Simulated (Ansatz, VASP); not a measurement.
## TiGe in two plane-wave programs

Wanted: the spread between two codes on one cell, functional and k mesh. The cell is invented: As first built, before any earlier steps moved the atoms (in the runner's words): it takes the ZrC structure with all of its atoms replaced by other elements, volume scaled by an estimate. It may not be a known or stable phase. The cell is taken from a series of VASP runs on this material, whose earlier steps may have relaxed, scaled or displaced it; both programs get it as it stands.

Program: Ansatz 0.2.0. Level of theory: plane waves, with VASP 6.6.1 beside it; band structure at LDA and band structure at PBE, spin-orbit coupling. Results are calculated unless marked as measured.

### 1. The structure

Symmetry: Fm-3m, No. 225, cubic system. Conventional cell: a = 5.185 Å, b = 5.185 Å, c = 5.185 Å, α = 90.00°, β = 90.00°, γ = 90.00°. Nearest to Ge lie 6 Ti at 2.59 Å. Nearest to Ti lie 6 Ge at 2.59 Å. As first built, before any earlier steps moved the atoms (in the runner's words): sites of the ZrC structure (space group 225) filled with other elements, volume scaled by an estimate. Farther neighbours are not listed.

### 2. Ansatz: band structure, LDA

Ansatz runs on its default PAW (the set named soft_2) files.

With cell and atoms fixed, the geometry can't cause a difference; cores, projectors, grids and the points listed under the comparison can.

input.yaml reads:

```yaml
crystal:
  lattice:
    - [0.0, 2.5925336083, 2.5925336083]
    - [2.5925336083, 0.0, 2.5925336083]
    - [2.5925336083, 2.5925336083, 0.0]
  atoms:
    - { symbol: Ge, position: [0.0, 0.0, 0.0] }
    - { symbol: Ti, position: [0.5, 0.5, 0.5] }
hamiltonian:
  xc: lda
  pseudopotentials: { kind: paw }
kpoints:
  mp_grid: { grid: [5, 5, 5] }
  band_path:
    path:
      - [0.0, 0.0, 0.0]
      - [0.16667, 0.0, 0.16667]
      - [0.33333, 0.0, 0.33333]
      - [0.5, 0.0, 0.5]
      - [0.5, 0.08333, 0.58333]
      - [0.5, 0.18333, 0.68333]
      - [0.5, 0.25, 0.75]
      - [0.45, 0.3, 0.75]
      - [0.40833, 0.34167, 0.75]
      - [0.35, 0.35, 0.7]
      - [0.225, 0.225, 0.45]
      - [0.075, 0.075, 0.15]
      - [0.03333, 0.03333, 0.03333]
      - [0.23333, 0.23333, 0.23333]
      - [0.4, 0.4, 0.4]
      - [0.51667, 0.46667, 0.51667]
      - [0.55833, 0.38333, 0.55833]
      - [0.60833, 0.28333, 0.60833]
      - [0.60833, 0.25, 0.64167]
      - [0.55833, 0.25, 0.69167]
      - [0.51667, 0.25, 0.73333]
      - [0.5, 0.3, 0.7]
      - [0.5, 0.38333, 0.61667]
      - [0.5, 0.48333, 0.51667]
      - [0.475, 0.475, 0.55]
      - [0.425, 0.425, 0.65]
      - [0.38333, 0.38333, 0.73333]
      - [0.59167, 0.18333, 0.59167]
      - [0.55, 0.1, 0.55]
      - [0.5, 0.0, 0.5]
    npoints: 1
scf:
  occupations: { method: gaussian, width: 0.02 }
  n_extra_bands: 7
output:
  forces: true
  stress: true
  eigenvalues: true
```

Launch:

```console
$ ansatz run input.yaml --threads 2 --pin off --max-ram 4608MiB --backend cpu --events-out ev --progress --plain --runs-dir out
```

Numbers of over 12 decimals in the logs are rounded to 6 here.

Output:

```text
scf.n_extra_bands = 7 over 13 filled bands (N_el = 26.0): the run solves 20 bands
Engine: ansatz 0.2.0, aarch64-unknown-linux-gnu
Pseudopotentials: kind: paw
Pseudopotential: Ge, paw, valence charge 14, recommended cutoff 420 eV (normal), Ge.paw.azcp
Pseudopotential: Ti, paw, valence charge 12, recommended cutoff 420 eV (normal), Ti.paw.azcp
Functional definition: SPW92
  exchange = slater_x
  correlation = pw_c
Crystal: 2 atoms, lattice volume = 34.850 Å³
Basis set: ecut = 420 eV, 701 PW (Γ)
Bands: 20, of which v1, the nominal top of the filled ones, is band 13 counted from 1 (12 counted from 0)
Symmetry: 48 space group operations
Space group: Fm-3m (ITA 225), of the structure as read, at distance tolerance 3.3e-5 Å
k-points: 10 of 125
Non-local potential: Ge, projectors of the file, l = 0: 2, l = 1: 2, l = 2: 3, l = 3: 1
Non-local potential: Ti, projectors of the file, l = 0: 3, l = 1: 2, l = 2: 3, l = 3: 1
PAW form: soft (Blöchl's): semilocal exchange-correlation on the pseudo side does not see the compensation charge
PAW frozen core: Ge, regenerated for the run's functional, and the local potential with it (the file was generated under x = pbe(κ = 0.804, μ = 0.219515), c = pbe(β = 0.066725))
PAW frozen core: Ti, regenerated for the run's functional, and the local potential with it (the file was generated under x = pbe(κ = 0.804, μ = 0.219515), c = pbe(β = 0.066725))
PAW one-centre angular grid: Ge, 590 points (default); XC on 64 Gauss nodes
PAW one-centre angular grid: Ti, 590 points (default); XC on 64 Gauss nodes
Initial density: superposition of atomic densities (neutral atoms: chi_scale 0, normalization atom), corrected by the library's trained network
Initial wavefunctions: pseudopotential atomic-orbital guess
Functional: x = slater, c = lda
SCF iter   1: F=—  HF=-6667.083707 eV  |F-HF|=—  |Δ(HF+E_count)|=         —  Δρ=8.22e-3  dr2=2.37e-2  ethr=1.77e-3  ⟨swp⟩=5.7  Hψ=869  notcnv=0
preconditioner: auto → none  [insulator: Δε(μ)=0.210 eV  Ē_g=19.311 eV  σ=0.020 eV  W_gap=0.75  n_scr=14 (ndim 8)  ℏωp=26.7 eV  f_vac=0.000  D(μ)=4.31/eV (n_scr^D=58)  ε∞_Penn≈2.9]
SCF iter   2: F=—  HF=-6667.078505 eV  |F-HF|=—  |Δ(HF+E_count)|=   5.20e-3  Δρ=3.57e-3  dr2=4.63e-3  ethr=9.13e-5  ⟨swp⟩=2.0  Hψ=333  notcnv=0  defer=18
SCF iter   3: F=—  HF=-6667.077548 eV  |F-HF|=—  |Δ(HF+E_count)|=   9.57e-4  Δρ=3.71e-4  dr2=6.51e-5  ethr=1.78e-5  ⟨swp⟩=2.0  Hψ=271  notcnv=0  defer=18
SCF iter   4: F=—  HF=-6667.077530 eV  |F-HF|=—  |Δ(HF+E_count)|=   1.76e-5  Δρ=1.08e-4  dr2=2.40e-6  ethr=2.50e-7  ⟨swp⟩=2.0  Hψ=254  notcnv=0  defer=18
SCF iter   5: F=—  HF=-6667.077531 eV  |F-HF|=—  |Δ(HF+E_count)|=   2.88e-7  Δρ=4.24e-5  dr2=4.79e-7  ethr=9.24e-9  ⟨swp⟩=2.2  Hψ=296  notcnv=0  defer=18
SCF iter   6: F=-6667.077531 eV  HF=-6667.077531 eV  |F-HF|=1.83e-8  |Δ(HF+E_count)|=   4.77e-8  Δρ=8.76e-6  dr2=2.30e-8  ethr=3.85e-10  ⟨swp⟩=6.9  Hψ=741  notcnv=0
SCF 1 converged in 6 iterations: F = -6667.077531 eV  dr2 = 2.30e-8
  greatest PAW one-centre occupation: 0.999 electrons in one spin orbital (limit 2), on the Ti atom at site 1 (counted from 0), in its partial waves of l = 0
NSCF: frozen V_eff on 30 k-points
SCF converged after 6 iterations
Free energy (F): -6667.077531 eV
Harris-Foulkes:  -6667.077531 eV  (|F-HF|=1.83e-8)
Internal energy: -6667.076592 eV  (E = F + TS)
E sigma→0 (E₀):  -6667.077062 eV
Entropy (-TS):   -0.000938 eV (-0.469 meV/atom)
Fermi energy:    12.195764 eV
--- Per-component energies (eV) ---
  E_band       = -265.361584
  E_kinetic    = 385.278060
  E_local      = -2996.609555  (includes V_loc(G=0)·N_el)
  E_nonlocal   = 433.662062
  E_hartree    = 1294.080393
  E_xc         = -172.952730
  E_vxc        = -188.137543  (∫ρ·V_xc dr)
  E_paw        = -2939.769730  (= ΣΔE_a)
  E_vpaw       = -487.719318  (= ΣTr[D̂ρ^β])
  E_aug_tail   = 0.000295  (compensation charges beyond the density's cutoff)
  E_ewald      = -2672.999663
  E_core_change = 2.234277  (= ΣΔE_core)
  E_smearing   = -0.000938  (= −TS)
  E_closure    = -0.000000  (closes the sum)
  Σ components = -6667.077531   (vs F -6667.077531, Δ=0.00e0)
--- Forces (eV/Å), atoms counted from 1 ---
  atom   1  Ge    -0.00000000    -0.00000000     0.00000000
  atom   2  Ti     0.00000000    -0.00000000     0.00000000
  max |Σ_I F_I| component: 6.88e-29 eV/Å
--- Stress (GPa, compression-positive) ---
       -7.507101       0.000000       0.000000
        0.000000      -7.507101      -0.000000
        0.000000      -0.000000      -7.507101
  P = ⅓ Tr σ = -7.5071 GPa (-75.071 kbar)
--- Band table (eV; the first three rows and the last of 10) ---
  k-point 0: bands = [... 9 lower, 1.3292, 12.2128, 12.2128, 12.2128, 12.7005, 12.7005, 15.3342, 15.3342, ... 3 higher]
  k-point 1: bands = [... 9 lower, 1.9693, 10.7663, 11.4962, 11.4962, 12.6772, 12.6772, 14.2772, 16.8466, ... 3 higher]
  k-point 2: bands = [... 9 lower, 3.5795, 7.8311, 10.4970, 10.4970, 13.3781, 13.3781, 14.1545, 18.0714, ... 3 higher]
  k-point 9: bands = [... 9 lower, 4.1130, 8.6788, 9.6685, 10.5128, 13.2918, 13.7253, 14.3337, 14.4498, ... 3 higher]
```

Wall time 1.6 s (2 threads of Arm Neoverse V2, shared host); peak memory 0.28 GiB.

In the SCF lines HF is the Harris–Foulkes energy and dr2 the Hartree energy of the density residual, in eV; the loop may stop once dr2 is under the threshold and the program's other checks hold. Hψ counts applications of the Hamiltonian.

### 3. VASP: band structure, LDA

The same cell, functional (in two slightly different forms), mesh and smearing now go to VASP, with its own data sets and cutoff.

Lines of VASP's logs that name or quote its potential files are left out, and so is its time.

INCAR reads:

```
SYSTEM = TiGe
PREC = Accurate
ENCUT = 410
EDIFF = 1E-06
NELM = 100
ISMEAR = 0
SIGMA = 0.02
LREAL = .FALSE.
ALGO = Normal
GGA = CA
NBANDS = 25
LORBIT = 11
LWAVE = .FALSE.
LCHARG = .FALSE.
KPAR = 4
```

POSCAR reads:

```
TiGe
1.0
    0.0000000000      2.5925336083      2.5925336083
    2.5925336083      0.0000000000      2.5925336083
    2.5925336083      2.5925336083      0.0000000000
Ge Ti
1 1
Direct
    0.0000000000      0.0000000000      0.0000000000
    0.5000000000      0.5000000000      0.5000000000
```

KPOINTS reads:

```
Automatic mesh
0
Gamma
5 5 5
0 0 0
```

KPOINTS_OPT reads:

```
Line mode
16
Line-mode
Reciprocal
  0.00000000   0.00000000   0.00000000 GAMMA
  0.50000000   0.00000000   0.50000000 X

  0.50000000   0.00000000   0.50000000 X
  0.50000000   0.25000000   0.75000000 W

  0.50000000   0.25000000   0.75000000 W
  0.37500000   0.37500000   0.75000000 K

  0.37500000   0.37500000   0.75000000 K
  0.00000000   0.00000000   0.00000000 GAMMA

  0.00000000   0.00000000   0.00000000 GAMMA
  0.50000000   0.50000000   0.50000000 L

  0.50000000   0.50000000   0.50000000 L
  0.62500000   0.25000000   0.62500000 U

  0.62500000   0.25000000   0.62500000 U
  0.50000000   0.25000000   0.75000000 W

  0.50000000   0.25000000   0.75000000 W
  0.50000000   0.50000000   0.50000000 L

  0.50000000   0.50000000   0.50000000 L
  0.37500000   0.37500000   0.75000000 K

  0.62500000   0.25000000   0.62500000 U
  0.50000000   0.00000000   0.50000000 X
```

PAW data sets: Ge_d and Ti_sv (PBE family, release 64).

Launch:

```console
$ mpirun -np 4 vasp_std
```

Output:

```text
[banner, memory and clock lines left out]
running    4 mpi-ranks, on    1 nodes
 distrk:  each k-point on    1 cores,    4 groups
 distr:  one band on    1 cores,    1 groups

 POSCAR found type information on POSCAR GeTi
 POSCAR found :  2 types and       2 ions
|                                                                             |
|               ----> ADVICE to this user running VASP <----                  |
|                                                                             |
|     You enforced a specific xc type in the INCAR file but a different       |
|     [... a line on the potential file left out ...]
|     I HOPE YOU KNOW WHAT YOU ARE DOING!                                     |
|                                                                             |

 LDA part: xc-table for (Slater(with rela. corr.)+CA(PZ))
 , standard interpolation
 POSCAR, INCAR and KPOINTS ok, starting setup
 FFT: planning ... GRIDC
 FFT: planning ... GRID_SOFT
 FFT: planning ... GRID
 WAVECAR not read
 entering main loop
       N       E                     dE             d eps       ncg     rms          rms(c)
DAV:   1     0.207438732890E+03    0.20744E+03   -0.10926E+04   589   0.205E+03
DAV:   2     0.113340812535E+02   -0.19610E+03   -0.18689E+03   508   0.462E+02
DAV:   3    -0.161033897079E+02   -0.27437E+02   -0.27064E+02   709   0.114E+02
DAV:   4    -0.174081356905E+02   -0.13047E+01   -0.12957E+01   622   0.219E+01
DAV:   5    -0.174459249068E+02   -0.37789E-01   -0.37780E-01   606   0.331E+00    0.118E+01
DAV:   6    -0.152018083947E+02    0.22441E+01   -0.76546E+00   544   0.268E+01    0.419E+00
DAV:   7    -0.148876983001E+02    0.31411E+00   -0.15915E+00   574   0.122E+01    0.228E+00
DAV:   8    -0.148885640164E+02   -0.86572E-03   -0.21329E-01   672   0.426E+00    0.131E+00
DAV:   9    -0.148607730976E+02    0.27791E-01   -0.97579E-02   534   0.286E+00    0.360E-01
DAV:  10    -0.148599896655E+02    0.78343E-03   -0.90544E-03   578   0.968E-01    0.216E-01
DAV:  11    -0.148593364043E+02    0.65326E-03   -0.14446E-03   587   0.339E-01    0.301E-02
DAV:  12    -0.148593364005E+02    0.37408E-08   -0.82274E-05   580   0.883E-02    0.237E-02
DAV:  13    -0.148593322918E+02    0.41087E-05   -0.10718E-05   585   0.280E-02    0.421E-03
DAV:  14    -0.148593321125E+02    0.17931E-06   -0.47378E-07   307   0.563E-03
   1 F= -.14859332E+02 E0= -.14858859E+02  d E =-.945567E-03
 Start KPOINTS_OPT (optional k-point list driver)
k-point batch [1-10\160]
       N       E                     dE             ncg
DAV:   1    -0.167740256245E+04   -0.42603E+04      620
DAV:   2    -0.355146710425E+04   -0.18741E+04      500
DAV:   3    -0.380241601999E+04   -0.25095E+03      804
DAV:   4    -0.381425978110E+04   -0.11844E+02      526
DAV:   5    -0.381467659322E+04   -0.41681E+00      628
DAV:   6    -0.381469073869E+04   -0.14145E-01      551
DAV:   7    -0.381469136514E+04   -0.62645E-03      654
DAV:   8    -0.381469138890E+04   -0.23755E-04      470
DAV:   9    -0.381469138992E+04   -0.10217E-05      385
DAV:  10    -0.381469138995E+04   -0.34295E-07      286
[...]
k-point batch [151-160\160]
       N       E                     dE             ncg
DAV:   1    -0.162403486830E+04   -0.10703E+05      580
DAV:   2    -0.357567914535E+04   -0.19516E+04      500
DAV:   3    -0.383906220289E+04   -0.26338E+03      790
DAV:   4    -0.384664377836E+04   -0.75816E+01      549
DAV:   5    -0.384678717470E+04   -0.14340E+00      608
DAV:   6    -0.384679153977E+04   -0.43651E-02      540
DAV:   7    -0.384679173896E+04   -0.19919E-03      600
DAV:   8    -0.384679175009E+04   -0.11132E-04      519
DAV:   9    -0.384679175075E+04   -0.66553E-06      392
```

Parts of OUTCAR (step 3):

```text
ion  position               nearest neighbor table
   1  0.000  0.000  0.000-   2 2.59   2 2.59   2 2.59   2 2.59   2 2.59   2 2.59
   2  0.500  0.500  0.500-   1 2.59   1 2.59   1 2.59   1 2.59   1 2.59   1 2.59

  LATTYP: Found a face centered cubic cell.
 ALAT       =     5.1850672166

 Subroutine GETGRP returns: Found 48 space group operations
 (whereof 48 operations were pure point group operations)

The static configuration has the point symmetry O_h .

 Found     10 irreducible k-points:

   k-points           NKPTS =     10   k-points in BZ     NKDIM =     10   number of bands    NBANDS=     25

   dimension x,y,z NGX =    24 NGY =   24 NGZ =   24
   dimension x,y,z NGXF=    48 NGYF=   48 NGZF=   48

   ENCUT  =  410.0 eV  30.13 Ry    5.49 a.u.   6.05  6.05  6.05*2*pi/ulx,y,z

   NELECT =      26.0000    total number of electrons

 k-points in reciprocal lattice and weights: Automatic mesh
   0.00000000  0.00000000  0.00000000       0.008
   0.20000000  0.00000000  0.00000000       0.064
   0.40000000  0.00000000  0.00000000       0.064
   0.20000000  0.20000000  0.00000000       0.048
   0.40000000  0.20000000  0.00000000       0.192
  -0.40000000  0.20000000  0.00000000       0.192
  -0.20000000  0.20000000  0.00000000       0.096
   0.40000000  0.40000000  0.00000000       0.048
  -0.40000000  0.40000000  0.00000000       0.096
  -0.40000000  0.40000000  0.20000000       0.192

 average (electrostatic) potential at core
       1 -70.4479       2 -73.1472

 E-fermi :   7.3964

 k-point     1 :       0.0000    0.0000    0.0000
  band No.  band energies     occupation
    ...
      6     -16.4684      2.00000
      7     -16.4276      2.00000
      8     -16.4276      2.00000
      9     -16.4276      2.00000
     10      -3.4400      2.00000
     11       7.4113      0.29171
     12       7.4113      0.29171
     13       7.4113      0.29171
     14       7.8987      0.00000
     15       7.8987      0.00000
    ...

 k-point     2 :       0.2000    0.0000    0.0000
  band No.  band energies     occupation
    ...
      9     -16.4233      2.00000
     10      -2.8026      2.00000
     11       5.9709      2.00000
     12       6.6954      2.00000
     13       6.6954      2.00000
     14       7.8741      0.00000
     15       7.8741      0.00000
     16       9.4861      0.00000
     17      12.0495      0.00000
     18      12.0495      0.00000
    ...

 k-point     3 :       0.4000    0.0000    0.0000
  band No.  band energies     occupation
    ...
      9     -16.4159      2.00000
     10      -1.1994      2.00000
     11       3.0461      2.00000
     12       5.6961      2.00000
     13       5.6961      2.00000
     14       8.5714      0.00000
     15       8.5714      0.00000
     16       9.3568      0.00000
     17      13.2912      0.00000
     18      13.9304      0.00000
    ...

  Total       -1.6555840     -1.6555840     -1.6555840     -0.0000000      0.0000000     -0.0000000
  in kB      -76.1129607    -76.1129607    -76.1129607     -0.0000000      0.0000000     -0.0000000
  external PRESSURE =     -76.1129607 kB  Pullay stress =       0.0000000 kB

  energy-cutoff  :      410.00
  volume of cell :       34.85
      direct lattice vectors                 reciprocal lattice vectors
     0.000000000  2.592533608  2.592533608    -0.192861531  0.192861531  0.192861531
     2.592533608  0.000000000  2.592533608     0.192861531 -0.192861531  0.192861531
     2.592533608  2.592533608  0.000000000     0.192861531  0.192861531 -0.192861531

 POSITION                                       TOTAL-FORCE (eV/Angst)
 -----------------------------------------------------------------------------------
      0.00000      0.00000      0.00000         0.000000     -0.000000      0.000000
      2.59253      2.59253      2.59253        -0.000000      0.000000     -0.000000
 -----------------------------------------------------------------------------------
    total drift:                                0.000000     -0.000000     -0.000000

  FREE ENERGIE OF THE ION-ELECTRON SYSTEM (eV)
  ---------------------------------------------------
  free  energy   TOTEN  =       -14.8593321125 eV

  energy  without entropy=      -14.8583865460  energy(sigma->0) =      -14.85885933

 total charge
# of ion       s       p       d       tot
------------------------------------------
    1        1.160   1.359  10.010  12.529
    2        2.159   6.109   1.999  10.267
--------------------------------------------------
tot          3.319   7.468  12.009  22.796

[... 3 further parts left out ...]
```

At this level the cell is under a tension of 7.6 GPa, so at these settings it is away from equilibrium.

### 4. Differences

Known differences besides the potentials themselves: the two LDA forms differ slightly; the cutoff is 420 eV in Ansatz and 410 eV in VASP; Ansatz makes its cores anew for this functional, VASP keeps those of its PBE data sets; VASP's log shows a relativistic correction to its local exchange, Ansatz's none. Total energies have different zeros and are not compared.

Compared:

| quantity | Ansatz | VASP | difference |
| --- | --- | --- | --- |
| pressure (GPa) | -7.51 | -7.61 | +0.10 |

Levels from 3 eV below to 2 eV above the Fermi level differ by 5 meV r.m.s. and 11 meV at most; each VASP level is matched to the nearest of Ansatz, which flatters the figure a little. Ansatz's pressure holds a Pulay correction of 0.04 GPa; VASP's holds none.

(Part 1 of 2 ends here.)

[Lines on the potential files, build, host, timing and source positions are cut from VASP's logs without a mark.]

[Logs are printed without paths, hosts, clocks, repeated set-up lines and the standing remarks that a program may print on its own settings, such as how far it seeks lower states.]

[Hosts, paths, dates, database ids (printed as entryN), source tags and the programs' standing remarks are cut or masked in the printed files.]
